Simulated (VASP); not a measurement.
# ScF3: NMR shieldings, part 2 of 3

Wanted: the shieldings and field gradients at the nuclei of ScF3. The cell has space group Pm-3m. The start is a cell from a database of measured crystal structures.

VASP 6.6.1, plane waves and PAW; the level of theory is named at each step.

So far. Step 2 (Ground state): The cell has a gap of 6.24 eV on this mesh and a pressure of -2.5 GPa, which holds the misfit of the given cell and coordinates with this functional, and any error of cutoff, mesh and data sets.

### 3. Shielding tensors

This step: chemical shifts by linear response (GIPAW), LDA; plane waves and PAW (Sc_sv, F) (VASP 6.6.1).

LCHIMAG computes the induced currents by linear response. It needs tightly converged orbitals and a cutoff well above the default; LEFG adds the field gradients at no cost.

File INCAR:

```
SYSTEM = ScF3
PREC = Accurate
ENCUT = 560
EDIFF = 1E-09
NELM = 100
ISMEAR = 0
SIGMA = 0.01
LREAL = .FALSE.
ALGO = Normal
GGA = CA
NBANDS = 22
LASPH = .TRUE.
LWAVE = .FALSE.
LCHARG = .FALSE.
KPAR = 2
LCHIMAG = .TRUE.
LEFG = .TRUE.
DQ = 0.001
ICHIBARE = 1
LNMR_SYM_RED = .TRUE.
```

File POSCAR:

```
ScF3
1.0
    4.0124500000      0.0000000000      0.0000000000
    0.0000000000      4.0124500000      0.0000000000
    0.0000000000      0.0000000000      4.0124500000
Sc F
1 3
Direct
    0.0000000000      0.0000000000      0.0000000000
    0.0000000000      0.0000000000      0.5000000000
    0.0000000000      0.5000000000      0.0000000000
    0.5000000000      0.0000000000      0.0000000000
```

File KPOINTS:

```
Automatic mesh
0
Gamma
6 6 6
0 0 0
```

PAW data sets: Sc_sv and F (LDA family, release 64).

The run is started by

```console
> mpirun -np 2 vasp_std
```

The log of the run:

```text
[banner, memory and clock lines left out]
running    2 mpi-ranks, on    1 nodes
 distrk:  each k-point on    1 cores,    2 groups
 distr:  one band on    1 cores,    1 groups

 POSCAR found type information on POSCAR ScF
 POSCAR found :  2 types and       4 ions
 LDA part: xc-table for (Slater(with rela. corr.)+CA(PZ))
 , standard interpolation
 POSCAR, INCAR and KPOINTS ok, starting setup
 FFT: planning ... GRIDC
 FFT: planning ... GRID_SOFT
 FFT: planning ... GRID
 WAVECAR not read
 entering main loop
       N       E                     dE             d eps       ncg     rms          rms(c)
DAV:   1     0.442357373964E+03    0.44236E+03   -0.16105E+04   888   0.160E+03
DAV:   2     0.622395492578E+01   -0.43613E+03   -0.41829E+03  1204   0.482E+02
DAV:   3    -0.332324759673E+02   -0.39456E+02   -0.39012E+02  1322   0.176E+02
DAV:   4    -0.340414320124E+02   -0.80896E+00   -0.80770E+00  1184   0.239E+01
DAV:   5    -0.340585693857E+02   -0.17137E-01   -0.17134E-01  1130   0.311E+00    0.163E+01
DAV:   6    -0.297113114559E+02    0.43473E+01   -0.15079E+01  1420   0.524E+01    0.727E+00
DAV:   7    -0.296482950987E+02    0.63016E-01   -0.11837E+00  1182   0.776E+00    0.427E+00
DAV:   8    -0.295957322405E+02    0.52563E-01   -0.39049E-01  1354   0.633E+00    0.105E+00
DAV:   9    -0.295826919820E+02    0.13040E-01   -0.36302E-02  1126   0.150E+00    0.336E-01
DAV:  10    -0.295819378634E+02    0.75412E-03   -0.51338E-03  1128   0.105E+00    0.178E-01
DAV:  11    -0.295816989370E+02    0.23893E-03   -0.50826E-03  1306   0.806E-01    0.970E-02
DAV:  12    -0.295816184421E+02    0.80495E-04   -0.10399E-03  1252   0.502E-01    0.441E-02
DAV:  13    -0.295815899446E+02    0.28498E-04   -0.50467E-05  1292   0.112E-01    0.213E-02
DAV:  14    -0.295815821425E+02    0.78021E-05   -0.48733E-05  1318   0.815E-02    0.426E-03
DAV:  15    -0.295815820216E+02    0.12090E-06   -0.14853E-06  1230   0.155E-02    0.121E-03
DAV:  16    -0.295815820106E+02    0.11032E-07   -0.90397E-08   992   0.225E-03    0.410E-04
DAV:  17    -0.295815820090E+02    0.15289E-08   -0.11906E-08  1290   0.937E-04    0.860E-05
DAV:  18    -0.295815820090E+02    0.16826E-10   -0.70542E-11   536   0.169E-04
ion   1
     0.0000000    -0.0000000    -0.0000000     0.0000000     0.0000000    -0.0000000
     0.0000413    -0.0000000    -0.0000000     0.0000000     0.0000000    -0.0000000
     0.0000569    -0.0000000    -0.0000000     0.0000000     0.0000000    -0.0000000
     0.0000784    -0.0000000    -0.0000000     0.0000000     0.0000000    -0.0000000
     0.0001079    -0.0000000    -0.0000000     0.0000000     0.0000000    -0.0000000

     0.0000000    -0.0000000     0.0000000    -0.0000000     0.0000000     0.0000000
     0.0000413    -0.0000000     0.0000000    -0.0000000     0.0000000     0.0000000
     0.0000569    -0.0000000     0.0000000    -0.0000000     0.0000000     0.0000000
     0.0000784    -0.0000000     0.0000000    -0.0000000     0.0000000     0.0000000
     0.0001079    -0.0000000     0.0000000    -0.0000000     0.0000000     0.0000000

ion   2
     0.0000000     0.0000000     0.0000000    -8.1591467     0.0000000     0.0000000
     0.0000310     0.0000000     0.0000000    -8.1591466     0.0000000     0.0000000
     0.0000427     0.0000000     0.0000000    -8.1591465     0.0000000     0.0000000
     0.0000588     0.0000000     0.0000000    -8.1591464     0.0000000     0.0000000
     0.0000810     0.0000000     0.0000000    -8.1591461     0.0000000     0.0000000

     0.0000000     0.0000000     0.0000000   -39.6644073     0.0000000     0.0000000
     0.0000310     0.0000000     0.0000000   -39.6643912     0.0000000     0.0000000
     0.0000427     0.0000000     0.0000000   -39.6643806     0.0000000     0.0000000
     0.0000588     0.0000000     0.0000000   -39.6643626     0.0000000     0.0000000
     0.0000810     0.0000000     0.0000000   -39.6643325     0.0000000     0.0000000

ion   3
     0.0000000    -0.0000000    -0.0000000     4.0795733     0.0000000     7.0660283
     0.0000310    -0.0000000    -0.0000000     4.0795733     0.0000000     7.0660282
     0.0000427    -0.0000000    -0.0000000     4.0795733     0.0000000     7.0660281
     0.0000588    -0.0000000    -0.0000000     4.0795732     0.0000000     7.0660280
     0.0000810    -0.0000000    -0.0000000     4.0795730     0.0000000     7.0660278

     0.0000000    -0.0000000    -0.0000000    19.8322036     0.0000000    34.3503843
     0.0000310    -0.0000000    -0.0000000    19.8321956     0.0000000    34.3503704
     0.0000427    -0.0000000    -0.0000000    19.8321903     0.0000000    34.3503613
     0.0000588    -0.0000000    -0.0000000    19.8321813     0.0000000    34.3503457
     0.0000810    -0.0000000    -0.0000000    19.8321662     0.0000000    34.3503195

ion   4
     0.0000000    -0.0000000     0.0000000     4.0795733    -0.0000000    -7.0660283
     0.0000310    -0.0000000     0.0000000     4.0795733    -0.0000000    -7.0660282
     0.0000427    -0.0000000     0.0000000     4.0795733    -0.0000000    -7.0660281
     0.0000588    -0.0000000     0.0000000     4.0795732    -0.0000000    -7.0660280
     0.0000810    -0.0000000     0.0000000     4.0795730    -0.0000000    -7.0660278

     0.0000000    -0.0000000     0.0000000    19.8322036    -0.0000000   -34.3503843
     0.0000310    -0.0000000     0.0000000    19.8321956    -0.0000000   -34.3503704
     0.0000427    -0.0000000     0.0000000    19.8321903    -0.0000000   -34.3503613
     0.0000588    -0.0000000     0.0000000    19.8321813    -0.0000000   -34.3503457
     0.0000810    -0.0000000     0.0000000    19.8321662    -0.0000000   -34.3503195

   1 F= -.29581582E+02 E0= -.29581582E+02  d E =-.117999-106
DAV:   1    -0.501031198774E+03   -0.50103E+03    0.00000E+00     0   0.000E+00
DAV:   2    -0.501031198774E+03    0.00000E+00    0.00000E+00     0   0.000E+00
BDIR= 1  IDIR= 2  IQ= -1
DAV:   1    -0.100202502861E+04   -0.10020E+04   -0.28007E-02  1144   0.263E+00
DAV:   2    -0.100202520283E+04   -0.17422E-03   -0.17422E-03  1056   0.294E-01
DAV:   3    -0.100202520672E+04   -0.38931E-05   -0.38931E-05  1128   0.382E-02
DAV:   4    -0.100202520680E+04   -0.75264E-07   -0.75118E-07  1172   0.458E-03
DAV:   5    -0.100202520680E+04   -0.61459E-09   -0.70701E-09   916   0.514E-04
       N       E                     dE             d eps       ncg     rms
RMM:   1    -0.106995013980E+03   -0.10700E+03   -0.16679E+04  1101   0.250E+03
RMM:   2    -0.127594063360E+03   -0.20599E+02   -0.52781E+01  1571   0.374E+01
RMM:   3    -0.128445993496E+03   -0.85193E+00   -0.30368E+00  1658   0.804E+00
RMM:   4    -0.128499108097E+03   -0.53115E-01   -0.16646E-01  1725   0.147E+00
[...]
RMM:   2    -0.117236404274E+03   -0.16640E+02   -0.41159E+01  1663   0.369E+01
RMM:   3    -0.117945056213E+03   -0.70865E+00   -0.30430E+00  1706   0.787E+00
RMM:   4    -0.118000606702E+03   -0.55550E-01   -0.15425E-01  1772   0.150E+00
RMM:   5    -0.118004396147E+03   -0.37894E-02   -0.96605E-03  1800   0.327E-01
RMM:   6    -0.118004541611E+03   -0.14546E-03   -0.35539E-04  1811   0.662E-02
RMM:   7    -0.118004549975E+03   -0.83641E-05   -0.40431E-05  1762   0.162E-02
RMM:   8    -0.118004550522E+03   -0.54740E-06   -0.20334E-06  1583   0.342E-03
RMM:   9    -0.118004550575E+03   -0.53291E-07   -0.21295E-07  1303   0.952E-04
RMM:  10    -0.118004550579E+03   -0.40090E-08   -0.17451E-08   976   0.248E-04
RMM:  11    -0.118004550580E+03   -0.36525E-09   -0.15191E-09   771   0.101E-04
BDIR= 3  IDIR= 1  IQ=  0
DAV:   1    -0.100206244951E+04   -0.10021E+04   -0.39336E-11   440   0.158E-04
DAV:   2    -0.100206244951E+04    0.71168E-10   -0.13423E-11   440   0.434E-05
       N       E                     dE             d eps       ncg     rms
RMM:   1    -0.100595269898E+03   -0.10060E+03   -0.16162E+04  1106   0.244E+03
RMM:   2    -0.117234804877E+03   -0.16640E+02   -0.41125E+01  1639   0.369E+01
RMM:   3    -0.117941673752E+03   -0.70687E+00   -0.30279E+00  1686   0.786E+00
RMM:   4    -0.117996949172E+03   -0.55275E-01   -0.15530E-01  1738   0.150E+00
RMM:   5    -0.118000734556E+03   -0.37854E-02   -0.94764E-03  1749   0.322E-01
RMM:   6    -0.118000875023E+03   -0.14047E-03   -0.34727E-04  1771   0.656E-02
RMM:   7    -0.118000883654E+03   -0.86313E-05   -0.42555E-05  1682   0.161E-02
RMM:   8    -0.118000884238E+03   -0.58351E-06   -0.19344E-06  1510   0.329E-03
RMM:   9    -0.118000884289E+03   -0.51655E-07   -0.20747E-07  1267   0.926E-04
RMM:  10    -0.118000884294E+03   -0.42765E-08   -0.17206E-08   894   0.235E-04
RMM:  11    -0.118000884294E+03   -0.35375E-09   -0.14820E-09   711   0.977E-05
BDIR= 3  IDIR= 1  IQ=  1
DAV:   1    -0.100208835243E+04   -0.10021E+04   -0.27838E-02  1160   0.263E+00
DAV:   2    -0.100208852943E+04   -0.17700E-03   -0.17700E-03  1076   0.313E-01
DAV:   3    -0.100208853252E+04   -0.30924E-05   -0.30923E-05  1136   0.345E-02
DAV:   4    -0.100208853255E+04   -0.37385E-07   -0.37357E-07  1184   0.461E-03
DAV:   5    -0.100208853256E+04   -0.68212E-09   -0.72765E-09   914   0.547E-04
       N       E                     dE             d eps       ncg     rms
RMM:   1    -0.100593055213E+03   -0.10059E+03   -0.16161E+04  1107   0.244E+03
RMM:   2    -0.117231389555E+03   -0.16638E+02   -0.41127E+01  1666   0.369E+01
RMM:   3    -0.117937883818E+03   -0.70649E+00   -0.30259E+00  1703   0.787E+00
RMM:   4    -0.117992961402E+03   -0.55078E-01   -0.15532E-01  1776   0.151E+00
RMM:   5    -0.117996746157E+03   -0.37848E-02   -0.94754E-03  1790   0.323E-01
RMM:   6    -0.117996881789E+03   -0.13563E-03   -0.32926E-04  1809   0.640E-02
RMM:   7    -0.117996890105E+03   -0.83158E-05   -0.39099E-05  1753   0.157E-02
RMM:   8    -0.117996890693E+03   -0.58789E-06   -0.21892E-06  1577   0.375E-03
RMM:   9    -0.117996890748E+03   -0.55907E-07   -0.23644E-07  1318   0.108E-03
RMM:  10    -0.117996890753E+03   -0.44413E-08   -0.17790E-08   982   0.246E-04
RMM:  11    -0.117996890753E+03   -0.35706E-09   -0.15199E-09   783   0.998E-05
BDIR= 3  IDIR= 2  IQ= -1
DAV:   1    -0.100202502861E+04   -0.10020E+04   -0.28007E-02  1144   0.263E+00
DAV:   2    -0.100202520283E+04   -0.17422E-03   -0.17422E-03  1056   0.294E-01
DAV:   3    -0.100202520672E+04   -0.38930E-05   -0.38931E-05  1128   0.382E-02
DAV:   4    -0.100202520680E+04   -0.75237E-07   -0.75118E-07  1172   0.458E-03
DAV:   5    -0.100202520680E+04   -0.66245E-09   -0.70668E-09   916   0.514E-04
       N       E                     dE             d eps       ncg     rms
RMM:   1    -0.926705614280E+02   -0.92671E+02   -0.15664E+04  1094   0.239E+03
RMM:   2    -0.107414416827E+03   -0.14744E+02   -0.32087E+01  1612   0.367E+01
RMM:   3    -0.107904339101E+03   -0.48992E+00   -0.28870E+00  1679   0.785E+00
RMM:   4    -0.107962790178E+03   -0.58451E-01   -0.19338E-01  1781   0.175E+00
RMM:   5    -0.107966584619E+03   -0.37944E-02   -0.78424E-03  1795   0.381E-01
RMM:   6    -0.107966746063E+03   -0.16144E-03   -0.51793E-04  1825   0.802E-02
RMM:   7    -0.107966755208E+03   -0.91451E-05   -0.40771E-05  1767   0.200E-02
RMM:   8    -0.107966756012E+03   -0.80362E-06   -0.38241E-06  1634   0.455E-03
RMM:   9    -0.107966756086E+03   -0.73962E-07   -0.32491E-07  1384   0.124E-03
RMM:  10    -0.107966756093E+03   -0.74062E-08   -0.36845E-08  1073   0.340E-04
RMM:  11    -0.107966756094E+03   -0.82211E-09   -0.46163E-09   815   0.123E-04
BDIR= 3  IDIR= 2  IQ=  0
DAV:   1    -0.100206244951E+04   -0.10021E+04   -0.39422E-11   440   0.158E-04
DAV:   2    -0.100206244951E+04   -0.75261E-10   -0.13425E-11   440   0.434E-05
       N       E                     dE             d eps       ncg     rms
RMM:   1    -0.926759441048E+02   -0.92676E+02   -0.15663E+04  1093   0.239E+03
RMM:   2    -0.107423414365E+03   -0.14747E+02   -0.32069E+01  1585   0.367E+01
RMM:   3    -0.107911748059E+03   -0.48833E+00   -0.28735E+00  1646   0.783E+00
RMM:   4    -0.107969916671E+03   -0.58169E-01   -0.19259E-01  1733   0.173E+00
RMM:   5    -0.107973688914E+03   -0.37722E-02   -0.74678E-03  1743   0.368E-01
RMM:   6    -0.107973839712E+03   -0.15080E-03   -0.48149E-04  1788   0.765E-02
RMM:   7    -0.107973848221E+03   -0.85089E-05   -0.35362E-05  1663   0.183E-02
RMM:   8    -0.107973848984E+03   -0.76341E-06   -0.33642E-06  1533   0.427E-03
RMM:   9    -0.107973849053E+03   -0.69446E-07   -0.33121E-07  1318   0.120E-03
RMM:  10    -0.107973849061E+03   -0.71275E-08   -0.33910E-08   967   0.297E-04
RMM:  11    -0.107973849061E+03   -0.79430E-09   -0.45252E-09   737   0.117E-04
BDIR= 3  IDIR= 2  IQ=  1
DAV:   1    -0.100209950326E+04   -0.10021E+04   -0.27996E-02  1144   0.263E+00
DAV:   2    -0.100209967812E+04   -0.17486E-03   -0.17486E-03  1056   0.296E-01
DAV:   3    -0.100209968198E+04   -0.38674E-05   -0.38674E-05  1128   0.399E-02
DAV:   4    -0.100209968206E+04   -0.76712E-07   -0.76714E-07  1172   0.479E-03
DAV:   5    -0.100209968206E+04   -0.83162E-09   -0.76372E-09   948   0.582E-04
       N       E                     dE             d eps       ncg     rms
RMM:   1    -0.926805956764E+02   -0.92681E+02   -0.15662E+04  1093   0.239E+03
RMM:   2    -0.107430223628E+03   -0.14750E+02   -0.32085E+01  1608   0.368E+01
RMM:   3    -0.107918637134E+03   -0.48841E+00   -0.28772E+00  1672   0.785E+00
RMM:   4    -0.107976660142E+03   -0.58023E-01   -0.19232E-01  1781   0.174E+00
RMM:   5    -0.107980425381E+03   -0.37652E-02   -0.78236E-03  1796   0.378E-01
RMM:   6    -0.107980579451E+03   -0.15407E-03   -0.48408E-04  1819   0.771E-02
RMM:   7    -0.107980588209E+03   -0.87583E-05   -0.38568E-05  1766   0.194E-02
RMM:   8    -0.107980588931E+03   -0.72144E-06   -0.34022E-06  1614   0.432E-03
RMM:   9    -0.107980589000E+03   -0.69902E-07   -0.31019E-07  1376   0.114E-03
RMM:  10    -0.107980589008E+03   -0.71401E-08   -0.34832E-08  1060   0.321E-04
RMM:  11    -0.107980589008E+03   -0.80044E-09   -0.45134E-09   810   0.121E-04
       N       E                     dE             d eps       ncg     rms
RLQ:   1    -0.333863758639E+01   -0.33386E+01   -0.41092E+02   893   0.359E+02
RLQ:   2    -0.498913872729E+01   -0.16505E+01   -0.20417E+00  1568   0.615E+00
RLQ:   3    -0.505039671480E+01   -0.61258E-01   -0.19002E-01  1544   0.165E+00
RLQ:   4    -0.505438916485E+01   -0.39925E-02   -0.59436E-03  1506   0.263E-01
RLQ:   5    -0.505456313857E+01   -0.17397E-03   -0.74591E-04  1587   0.791E-02
RLQ:   6    -0.505458079294E+01   -0.17654E-04   -0.38530E-05  1414   0.160E-02
RLQ:   7    -0.505458208413E+01   -0.12912E-05   -0.66606E-06  1340   0.499E-03
RLQ:   8    -0.505458225398E+01   -0.16985E-06   -0.63226E-07  1033   0.124E-03
RLQ:   9    -0.505458227389E+01   -0.19915E-07   -0.91911E-08   844   0.434E-04
RLQ:  10    -0.505458227768E+01   -0.37881E-08   -0.17803E-08   662   0.173E-04
RLQ:  11    -0.505458227826E+01   -0.57474E-09   -0.24295E-09   540   0.925E-05
```

The job ended after 4.5 min (2 MPI ranks of AMD EPYC 7R13 (Zen 3), shared host; peak memory 0.52 GiB).

(Part 2 of 3 ends here.)

[Lines on the potential files, build, host, timing and source positions are cut from VASP's logs without a mark.]

[Logs are printed without paths, hosts, clocks, repeated set-up lines and the standing remarks that a program may print on its own settings, such as how far it seeks lower states.]

[Hosts, paths, dates, database ids (printed as entryN), source tags and the programs' standing remarks are cut or masked in the printed files.]
